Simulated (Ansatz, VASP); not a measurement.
**Cross-check of SbAs between VASP and Ansatz**

One calculation is typed for both programs; each brings its own data sets and cutoff. How far apart do they land? The cell is generated by rule, not measured, and may not be a known phase. The cell is taken from a series of VASP runs on this material, whose earlier steps may have relaxed, scaled or displaced it; both programs get it as it stands.

Main program and level: Ansatz 0.2.0; plane waves, with VASP 6.6.1 beside it; band structure at PBEsol and band structure at PBEsol, spin-orbit coupling.

The structure was built from a prototype and need not be the compound's stable phase.

## 1. The structure

It takes space group F-43m (No. 216, cubic). The conventional cell has a = 6.028 Å, b = 6.028 Å, c = 6.028 Å, α = 90.00°, β = 90.00°, γ = 90.00°. Nearest to As lie 4 Sb at 2.61 Å. Nearest to Sb lie 4 As at 2.61 Å. Farther neighbours are not listed.

Structure file:

```
As Sb
1.0
     0.00000    3.01377    3.01377
     3.01377    0.00000    3.01377
     3.01377    3.01377    0.00000
As Sb
1 1
Direct
  0.00000 0.00000 0.00000
  0.25000 0.25000 0.25000
```

## 2. VASP: band structure, PBEsol

A single point gives forces, pressure and levels at one fixed geometry, so differences don't come from the geometry; what else differs is listed under the comparison.

Lines of VASP's logs that name or quote its potential files are left out, and so is its time.

INCAR reads:

```
SYSTEM = SbAs
PREC = Accurate
ENCUT = 400
EDIFF = 1E-06
NELM = 100
ISMEAR = 0
SIGMA = 0.02
LREAL = .FALSE.
ALGO = Normal
GGA = PS
NBANDS = 17
LORBIT = 11
LWAVE = .FALSE.
LCHARG = .FALSE.
KPAR = 4
ISIF = 2
```

POSCAR reads:

```
SbAs
1.0
    0.0000000000      3.0137700000      3.0137700000
    3.0137700000      0.0000000000      3.0137700000
    3.0137700000      3.0137700000      0.0000000000
As Sb
1 1
Direct
    0.0000000000      0.0000000000      0.0000000000
    0.2500000000      0.2500000000      0.2500000000
```

KPOINTS reads:

```
Automatic mesh
0
Gamma
12 12 12
0 0 0
```

KPOINTS_OPT reads:

```
Line mode
24
Line-mode
Reciprocal
  0.00000000   0.00000000   0.00000000 GAMMA
  0.50000000   0.00000000   0.50000000 X

  0.50000000   0.00000000   0.50000000 X
  0.50000000   0.25000000   0.75000000 W

  0.50000000   0.25000000   0.75000000 W
  0.37500000   0.37500000   0.75000000 K

  0.37500000   0.37500000   0.75000000 K
  0.00000000   0.00000000   0.00000000 GAMMA

  0.00000000   0.00000000   0.00000000 GAMMA
  0.50000000   0.50000000   0.50000000 L

  0.50000000   0.50000000   0.50000000 L
  0.62500000   0.25000000   0.62500000 U

  0.62500000   0.25000000   0.62500000 U
  0.50000000   0.25000000   0.75000000 W

  0.50000000   0.25000000   0.75000000 W
  0.50000000   0.50000000   0.50000000 L

  0.50000000   0.50000000   0.50000000 L
  0.37500000   0.37500000   0.75000000 K

  0.62500000   0.25000000   0.62500000 U
  0.50000000   0.00000000   0.50000000 X
```

Potentials, in the order of the species: As and Sb (PBE family, release 64).

Run with:

```sh
$ mpirun -np 4 vasp_std
```

Numbers of over 12 decimals in the logs are rounded to 6 here.

Output:

```text
[banner, memory and clock lines left out]
running    4 mpi-ranks, on    1 nodes
 distrk:  each k-point on    1 cores,    4 groups
 distr:  one band on    1 cores,    1 groups

 POSCAR found type information on POSCAR AsSb
 POSCAR found :  2 types and       2 ions
|                                                                             |
|               ----> ADVICE to this user running VASP <----                  |
|                                                                             |
|     You enforced a specific xc type in the INCAR file but a different       |
|     [... a line on the potential file left out ...]
|     I HOPE YOU KNOW WHAT YOU ARE DOING!                                     |
|                                                                             |

 LDA part: xc-table for (Slater+PW92), standard interpolation
 POSCAR, INCAR and KPOINTS ok, starting setup
 FFT: planning ... GRIDC
 FFT: planning ... GRID_SOFT
 FFT: planning ... GRID
 WAVECAR not read
 entering main loop
       N       E                     dE             d eps       ncg     rms          rms(c)
DAV:   1     0.200112614128E+02    0.20011E+02   -0.31466E+03  2448   0.386E+02
DAV:   2    -0.742706486617E+01   -0.27438E+02   -0.26264E+02  3257   0.791E+01
DAV:   3    -0.864747333307E+01   -0.12204E+01   -0.12154E+01  2942   0.150E+01
DAV:   4    -0.865604680254E+01   -0.85735E-02   -0.85727E-02  3176   0.159E+00
DAV:   5    -0.865614626079E+01   -0.99458E-04   -0.99457E-04  3040   0.172E-01    0.438E+00
DAV:   6    -0.856453965377E+01    0.91607E-01   -0.16685E-01  2742   0.110E+00    0.265E+00
DAV:   7    -0.854799530211E+01    0.16544E-01   -0.53462E-02  3119   0.751E-01    0.746E-01
DAV:   8    -0.854649211084E+01    0.15032E-02   -0.56998E-03  2775   0.279E-01    0.930E-02
DAV:   9    -0.854649362903E+01   -0.15182E-05   -0.48776E-04  3002   0.937E-02    0.176E-02
DAV:  10    -0.854648971868E+01    0.39104E-05   -0.26744E-05  2857   0.201E-02    0.114E-02
DAV:  11    -0.854648785844E+01    0.18602E-05   -0.46655E-06  2993   0.710E-03    0.319E-03
DAV:  12    -0.854648782935E+01    0.29088E-07   -0.39663E-07  1519   0.307E-03
   1 F= -.85464878E+01 E0= -.85464403E+01  d E =-.950905E-04
 Start KPOINTS_OPT (optional k-point list driver)
k-point batch [1-72\240]
       N       E                     dE             ncg
DAV:   1     0.172439132234E+04   -0.16397E+05     2448
DAV:   2    -0.184292913694E+03   -0.19087E+04     3323
DAV:   3    -0.264891184769E+03   -0.80598E+02     2861
DAV:   4    -0.265476304544E+03   -0.58512E+00     3359
DAV:   5    -0.265483489562E+03   -0.71850E-02     3167
DAV:   6    -0.265483625237E+03   -0.13568E-03     3194
DAV:   7    -0.265483628193E+03   -0.29564E-05     2944
DAV:   8    -0.265483628398E+03   -0.20421E-06     2361
[...]
k-point batch [217-240\240]
       N       E                     dE             ncg
DAV:   1     0.137969977499E+05   -0.67880E+04      816
DAV:   2     0.131774260993E+05   -0.61957E+03     1088
DAV:   3     0.131528235412E+05   -0.24603E+02     1010
DAV:   4     0.131526335242E+05   -0.19002E+00     1039
DAV:   5     0.131526307647E+05   -0.27595E-02     1072
DAV:   6     0.131526307063E+05   -0.58398E-04     1015
DAV:   7     0.131526307049E+05   -0.14689E-05     1064
DAV:   8     0.131526307048E+05   -0.47403E-07      670
```

From OUTCAR (step 2):

```text
ion  position               nearest neighbor table
   1  0.000  0.000  0.000-   2 2.61   2 2.61   2 2.61   2 2.61
   2  0.250  0.250  0.250-   1 2.61   1 2.61   1 2.61   1 2.61

  LATTYP: Found a face centered cubic cell.
 ALAT       =     6.0275400000

 Subroutine GETGRP returns: Found 24 space group operations
 (whereof 24 operations were pure point group operations)

The static configuration has the point symmetry T_d .

 Found     72 irreducible k-points:

   k-points           NKPTS =     72   k-points in BZ     NKDIM =     72   number of bands    NBANDS=     17

   dimension x,y,z NGX =    28 NGY =   28 NGZ =   28
   dimension x,y,z NGXF=    56 NGYF=   56 NGZF=   56

   ENCUT  =  400.0 eV  29.40 Ry    5.42 a.u.   6.95  6.95  6.95*2*pi/ulx,y,z

   NELECT =      10.0000    total number of electrons

 k-points in reciprocal lattice and weights: Automatic mesh
   0.00000000  0.00000000  0.00000000       0.001
   0.08333333  0.00000000  0.00000000       0.005
   0.16666667  0.00000000  0.00000000       0.005
   0.25000000  0.00000000  0.00000000       0.005
   0.33333333  0.00000000  0.00000000       0.005
   0.41666667  0.00000000  0.00000000       0.005
   0.50000000  0.00000000  0.00000000       0.002
   0.08333333  0.08333333  0.00000000       0.003
   0.16666667  0.08333333  0.00000000       0.014
[...]
-0.33333333  0.50000000  0.16666667       0.007
  -0.25000000  0.50000000  0.25000000       0.003

 average (electrostatic) potential at core
       1 -49.0852       2 -87.0888

 E-fermi :   6.0950

 k-point     1 :       0.0000    0.0000    0.0000
  band No.  band energies     occupation
      1      -8.4313      2.00000
      2       1.5125      2.00000
      3       3.4914      2.00000
      4       3.4914      2.00000
      5       3.4914      2.00000
      6       6.3972      0.00000
      7       6.3972      0.00000
      8       6.3972      0.00000
      9      10.3427      0.00000
     10      13.1177      0.00000
    ...

 k-point     2 :       0.0833    0.0000    0.0000
  band No.  band energies     occupation
      1      -8.3626      2.00000
      2       0.9307      2.00000
      3       3.3775      2.00000
      4       3.3775      2.00000
      5       3.7470      2.00000
      6       6.5583      0.00000
      7       6.5583      0.00000
      8       6.5756      0.00000
      9      10.7114      0.00000
     10      12.7089      0.00000
    ...

 k-point     3 :       0.1667    0.0000    0.0000
  band No.  band energies     occupation
      1      -8.1606      2.00000
      2      -0.1774      2.00000
      3       3.1155      2.00000
      4       3.1155      2.00000
      5       3.8881      2.00000
      6       6.9289      0.00000
      7       6.9289      0.00000
      8       7.2447      0.00000
      9      11.5212      0.00000
     10      12.2632      0.00000
    ...

  Total        4.3205551      4.3205551      4.3205551      0.0000000      0.0000000      0.0000000
  in kB      126.4415510    126.4415510    126.4415510      0.0000000      0.0000000      0.0000000
  external PRESSURE =     126.4415510 kB  Pullay stress =       0.0000000 kB

  energy-cutoff  :      400.00
  volume of cell :       54.75
      direct lattice vectors                 reciprocal lattice vectors
     0.000000000  3.013770000  3.013770000    -0.165905162  0.165905162  0.165905162
     3.013770000  0.000000000  3.013770000     0.165905162 -0.165905162  0.165905162
     3.013770000  3.013770000  0.000000000     0.165905162  0.165905162 -0.165905162

 POSITION                                       TOTAL-FORCE (eV/Angst)
 -----------------------------------------------------------------------------------
      0.00000      0.00000      0.00000        -0.000000     -0.000000     -0.000000
      1.50689      1.50689      1.50689         0.000000      0.000000      0.000000
 -----------------------------------------------------------------------------------
    total drift:                                0.000000      0.000000      0.000000

  FREE ENERGIE OF THE ION-ELECTRON SYSTEM (eV)
  ---------------------------------------------------
  free  energy   TOTEN  =        -8.5464878294 eV

  energy  without entropy=       -8.5463927388  energy(sigma->0) =       -8.54644028

 total charge
# of ion       s       p       d       tot
------------------------------------------
    1        1.333   1.429   0.053   2.814
    2        1.243   1.165   0.062   2.471
--------------------------------------------------
tot          2.576   2.594   0.115   5.285

[... 3 further parts left out ...]
```

The run ends at a pressure of 12.64 GPa.

## 3. Ansatz: band structure, PBEsol

Ansatz runs on its default PAW (the set named soft_2) files.

The same cell, functional, mesh and smearing now go to Ansatz, which takes its cutoff from its data sets.

input.yaml reads:

```yaml
crystal:
  lattice:
    - [0.0, 3.01377, 3.01377]
    - [3.01377, 0.0, 3.01377]
    - [3.01377, 3.01377, 0.0]
  atoms:
    - { symbol: As, position: [0.0, 0.0, 0.0] }
    - { symbol: Sb, position: [0.25, 0.25, 0.25] }
hamiltonian:
  xc: pbesol
  pseudopotentials: { kind: paw }
kpoints:
  mp_grid: { grid: [12, 12, 12] }
  band_path:
    path:
      - [0.0, 0.0, 0.0]
      - [0.17391, 0.0, 0.17391]
      - [0.34783, 0.0, 0.34783]
      - [0.5, 0.0, 0.5]
      - [0.5, 0.08696, 0.58696]
      - [0.5, 0.18478, 0.68478]
      - [0.49457, 0.25543, 0.75]
      - [0.45109, 0.29891, 0.75]
      - [0.40761, 0.34239, 0.75]
      - [0.34239, 0.34239, 0.68478]
      - [0.21196, 0.21196, 0.42391]
      - [0.08152, 0.08152, 0.16304]
      - [0.04348, 0.04348, 0.04348]
      - [0.23913, 0.23913, 0.23913]
      - [0.41304, 0.41304, 0.41304]
      - [0.5163, 0.46739, 0.5163]
      - [0.55978, 0.38043, 0.55978]
      - [0.6087, 0.28261, 0.6087]
      - [0.60326, 0.25, 0.64674]
      - [0.55978, 0.25, 0.69022]
      - [0.5163, 0.25, 0.7337]
      - [0.5, 0.30435, 0.69565]
      - [0.5, 0.3913, 0.6087]
      - [0.5, 0.47826, 0.52174]
      - [0.47283, 0.47283, 0.55435]
      - [0.42391, 0.42391, 0.65217]
      - [0.38043, 0.38043, 0.73913]
      - [0.59239, 0.18478, 0.59239]
      - [0.54891, 0.09783, 0.54891]
      - [0.5, 0.0, 0.5]
    npoints: 1
scf:
  occupations: { method: gaussian, width: 0.02 }
  n_extra_bands: 7
output:
  forces: true
  stress: true
  eigenvalues: true
  write_density: true
  write_potential: true
  elf: true
  volumetric_format: npy
```

Run with:

```sh
$ ansatz run input.yaml --threads 2 --pin off --max-ram 4608MiB --backend cpu --events-out ev --progress --plain --runs-dir out
```

Output:

```text
scf.n_extra_bands = 7 over 15 filled bands (N_el = 30.0): the run solves 22 bands
Engine: ansatz 0.2.0, x86_64-unknown-linux-gnu
Pseudopotentials: kind: paw
Pseudopotential: As, paw, valence charge 15, recommended cutoff 420 eV (normal), As.paw.azcp
Pseudopotential: Sb, paw, valence charge 15, recommended cutoff 420 eV (normal), Sb.paw.azcp
Functional definition: PBEsol
  exchange = pbesol_x
  correlation = pbesol_c
Crystal: 2 atoms, lattice volume = 54.747 Å³
Basis set: ecut = 420 eV, 1067 PW (Γ), exchange–correlation on 60×60×60 points (8 copies of the dense FFT grid, shifted against one another)
Bands: 22, of which v1, the nominal top of the filled ones, is band 15 counted from 1 (14 counted from 0)
Symmetry: 24 space group operations
Space group: F-43m (ITA 216), of the structure as read, at distance tolerance 3.8e-5 Å
k-points: 72 of 1728 (time reversal used)
Non-local potential: As, projectors of the file, l = 0: 2, l = 1: 2, l = 2: 3, l = 3: 1
Non-local potential: Sb, projectors of the file, l = 0: 2, l = 1: 2, l = 2: 2, l = 3: 2
PAW form: soft (Blöchl's): semilocal exchange-correlation on the pseudo side does not see the compensation charge
PAW frozen core: As, regenerated for the run's functional, and the local potential with it (the file was generated under x = pbe(κ = 0.804, μ = 0.219515), c = pbe(β = 0.066725))
PAW frozen core: Sb, regenerated for the run's functional, and the local potential with it (the file was generated under x = pbe(κ = 0.804, μ = 0.219515), c = pbe(β = 0.066725))
PAW one-centre angular grid: As, 590 points (default); XC on 64 Gauss nodes
PAW one-centre angular grid: Sb, 590 points (default); XC on 64 Gauss nodes
Initial density: superposition of atomic densities (neutral atoms: chi_scale 0, normalization atom), corrected by the library's trained network
Initial wavefunctions: pseudopotential atomic-orbital guess
Functional: x = pbesol(κ = 0.804, μ = 0.123457), c = pbesol(β = 0.046)
SCF iter   1: F=—  HF=-11220.003437 eV  |F-HF|=—  |Δ(HF+E_count)|=         —  Δρ=2.42e-3  dr2=4.66e-3  ethr=1.77e-3  ⟨swp⟩=6.6  Hψ=8407  notcnv=0
preconditioner: auto → none  [insulator: Δε(μ)=0.222 eV  Ē_g=11.857 eV  σ=0.020 eV  W_gap=0.92  n_scr=14 (ndim 8)  ℏωp=15.9 eV  f_vac=0.030  D(μ)=0.48/eV (n_scr^D=0)  ε∞_Penn≈2.8]
SCF iter   2: F=—  HF=-11220.001041 eV  |F-HF|=—  |Δ(HF+E_count)|=   2.40e-3  Δρ=1.33e-3  dr2=6.45e-4  ethr=1.55e-5  ⟨swp⟩=2.8  Hψ=3438  notcnv=0  defer=145
SCF iter   3: F=—  HF=-11220.000913 eV  |F-HF|=—  |Δ(HF+E_count)|=   1.28e-4  Δρ=4.58e-4  dr2=1.09e-4  ethr=2.15e-6  ⟨swp⟩=2.0  Hψ=2504  notcnv=0  defer=145
SCF iter   4: F=—  HF=-11220.000913 eV  |F-HF|=—  |Δ(HF+E_count)|=   3.89e-7  Δρ=1.45e-4  dr2=5.96e-6  ethr=3.63e-7  ⟨swp⟩=2.1  Hψ=1797  notcnv=0  defer=145
SCF iter   5: F=—  HF=-11220.000914 eV  |F-HF|=—  |Δ(HF+E_count)|=   1.90e-6  Δρ=5.67e-5  dr2=1.08e-6  ethr=1.99e-8  ⟨swp⟩=2.0  Hψ=2524  notcnv=0  defer=145
SCF iter   6: F=-11220.000913 eV  HF=-11220.000913 eV  |F-HF|=4.72e-8  |Δ(HF+E_count)|=   1.08e-6  Δρ=1.29e-5  dr2=5.33e-8  ethr=3.33e-10  ⟨swp⟩=10.7  Hψ=10942  notcnv=0
SCF 1 converged in 6 iterations: F = -11220.000913 eV  dr2 = 5.33e-8
  greatest PAW one-centre occupation: 0.999 electrons in one spin orbital (limit 2), on the As atom at site 0 (counted from 0), in its partial waves of l = 2
NSCF: frozen V_eff on 30 k-points
SCF converged after 6 iterations
Free energy (F): -11220.000913 eV
Harris-Foulkes:  -11220.000913 eV  (|F-HF|=4.72e-8)
Internal energy: -11220.000820 eV  (E = F + TS)
E sigma→0 (E₀):  -11220.000867 eV
Entropy (-TS):   -0.000093 eV (-0.047 meV/atom)
Fermi energy:    9.704174 eV
--- Per-component energies (eV) ---
  E_band       = -433.148955
  E_kinetic    = 314.213205
  E_local      = -3648.352096  (includes V_loc(G=0)·N_el)
  E_nonlocal   = -304.451477
  E_hartree    = 1821.818689
  E_xc         = -217.954795
  E_vxc        = -178.023678  (∫ρ·V_xc dr)
  E_paw        = -6291.063695  (= ΣΔE_a)
  E_vpaw       = -260.186845  (= ΣTr[D̂ρ^β])
  E_aug_tail   = 0.000006  (compensation charges beyond the density's cutoff)
  E_ewald      = -2895.508943
  E_core_change = 1.298286  (= ΣΔE_core)
  E_smearing   = -0.000093  (= −TS)
  E_closure    = -0.000000  (closes the sum)
  Σ components = -11220.000913   (vs F -11220.000913, Δ=0.00e0)
--- Forces (eV/Å), atoms counted from 1 ---
  atom   1  As    -0.00000000    -0.00000000    -0.00000000
  atom   2  Sb     0.00000000    -0.00000000    -0.00000000
  max |Σ_I F_I| component: 1.09e-15 eV/Å
--- Stress (GPa, compression-positive) ---
       12.228116       0.000000      -0.000000
       -0.000000      12.228116       0.000000
       -0.000000       0.000000      12.228116
  P = ⅓ Tr σ = 12.2281 GPa (122.281 kbar)
--- Band table (eV; the first three rows and the last of 72) ---
  k-point 0: bands = [... 11 lower, 5.0881, 7.1079, 7.1079, 7.1079, 10.0145, 10.0145, 10.0145, 13.9577, ... 3 higher]
  k-point 1: bands = [... 11 lower, 4.5177, 6.9946, 6.9946, 7.3553, 10.1750, 10.1750, 10.1909, 14.3263, ... 3 higher]
  k-point 2: bands = [... 11 lower, 3.4217, 6.7338, 6.7338, 7.4929, 10.5449, 10.5449, 10.8549, 15.1365, ... 3 higher]
  k-point 71: bands = [... 11 lower, -0.8223, 4.2064, 4.2338, 10.8360, 11.0261, 11.8023, 12.6997, 16.6225, ... 3 higher]
```

It took 2.8 s on 2 threads of Intel Xeon 6975P-C (Granite Rapids), shared host; peak memory 0.46 GiB; 5.3 s of CPU time.

## 4. Side by side

Known differences besides the potentials themselves: the data sets hold 30 valence electrons in Ansatz (default PAW (the set named soft_2) files) and 10 in VASP; the cutoff is 420 eV in Ansatz and 400 eV in VASP; Ansatz makes its cores anew for this functional, VASP keeps those of its PBE data sets; VASP leaves aspherical gradient terms in its spheres out (LASPH is not set), Ansatz keeps them. Total energies have different zeros and are not compared.

Both answers:

| quantity | Ansatz | VASP | difference |
| --- | --- | --- | --- |
| pressure (GPa) | 12.23 | 12.64 | -0.42 |

Levels from 3 eV below to 2 eV above the Fermi level differ by 6 meV r.m.s. and 11 meV at most; each VASP level is matched to the nearest of Ansatz, which flatters the figure a little.

## 5. Ansatz: band structure, PBEsol, spin-orbit coupling

A single point gives forces, pressure and levels at one fixed geometry, so differences don't come from the geometry; what else differs is listed under the comparison.

The cell is taken from a series of VASP runs on this material, whose earlier steps may have relaxed, scaled or displaced it; both programs get it as it stands.

input.yaml reads:

```yaml
crystal:
  lattice:
    - [0.0, 3.01377, 3.01377]
    - [3.01377, 0.0, 3.01377]
    - [3.01377, 3.01377, 0.0]
  atoms:
    - { symbol: As, position: [0.0, 0.0, 0.0] }
    - { symbol: Sb, position: [0.25, 0.25, 0.25] }
hamiltonian:
  xc: pbesol
  pseudopotentials: { kind: paw_fr }
magnetization:
  noncollinear: true
  spin_orbit: true
kpoints:
  mp_grid: { grid: [8, 8, 8] }
  band_path:
    path:
      - [0.0, 0.0, 0.0]
      - [0.16667, 0.0, 0.16667]
      - [0.33333, 0.0, 0.33333]
      - [0.5, 0.0, 0.5]
      - [0.5, 0.08333, 0.58333]
      - [0.5, 0.18333, 0.68333]
      - [0.5, 0.25, 0.75]
      - [0.45, 0.3, 0.75]
      - [0.40833, 0.34167, 0.75]
      - [0.35, 0.35, 0.7]
      - [0.225, 0.225, 0.45]
      - [0.075, 0.075, 0.15]
      - [0.03333, 0.03333, 0.03333]
      - [0.23333, 0.23333, 0.23333]
      - [0.4, 0.4, 0.4]
      - [0.51667, 0.46667, 0.51667]
      - [0.55833, 0.38333, 0.55833]
      - [0.60833, 0.28333, 0.60833]
      - [0.60833, 0.25, 0.64167]
      - [0.55833, 0.25, 0.69167]
      - [0.51667, 0.25, 0.73333]
      - [0.5, 0.3, 0.7]
      - [0.5, 0.38333, 0.61667]
      - [0.5, 0.48333, 0.51667]
      - [0.475, 0.475, 0.55]
      - [0.425, 0.425, 0.65]
      - [0.38333, 0.38333, 0.73333]
      - [0.59167, 0.18333, 0.59167]
      - [0.55, 0.1, 0.55]
      - [0.5, 0.0, 0.5]
    npoints: 1
scf:
  occupations: { method: gaussian, width: 0.02 }
  n_extra_bands: 14
output:
  forces: true
  stress: true
  eigenvalues: true
```

Output:

```text
[...]
non-collinear run that drives no moment, with spin-orbit: no starting moment large enough to seed its density (crystal.atoms[].spin), no starting occupations that ask for one, no magnetisation constraint and no magnetic field, so the semilocal B_xc is pinned to zero
Crystal: 2 atoms, lattice volume = 54.747 Å³
[...]
k-point 1: bands = [... 26 lower, 7.0332, 7.0365, 7.4838, 7.4838, 10.0944, 10.0944, 10.5215, 10.5236, ... 10 higher]
  k-point 2: bands = [... 26 lower, 6.6098, 6.6136, 7.3582, 7.3582, 10.7368, 10.7368, 11.0771, 11.0819, ... 10 higher]
  k-point 28: bands = [... 26 lower, 4.2672, 4.3094, 10.7357, 10.7791, 10.9225, 11.2311, 11.7913, 11.8140, ... 10 higher]
[key lines of the parts left out:]
SCF converged after 7 iterations
Magnetization: |M| = 0.0000 μB,  M = (+0.0000, +0.0000, +0.0000) μB
Free energy (F): -11222.411796 eV
Fermi energy:    9.581431 eV
P = ⅓ Tr σ = 12.4023 GPa (124.023 kbar)
```

It took 6.1 s on 2 threads; peak memory 0.61 GiB.

(Continued in part 2 of 2.)

[Lines on the potential files, build, host, timing and source positions are cut from VASP's logs without a mark.]

[Logs are printed without paths, hosts, clocks, repeated set-up lines and the standing remarks that a program may print on its own settings, such as how far it seeks lower states.]

[Hosts, paths, dates, database ids (printed as entryN), source tags and the programs' standing remarks are cut or masked in the printed files.]
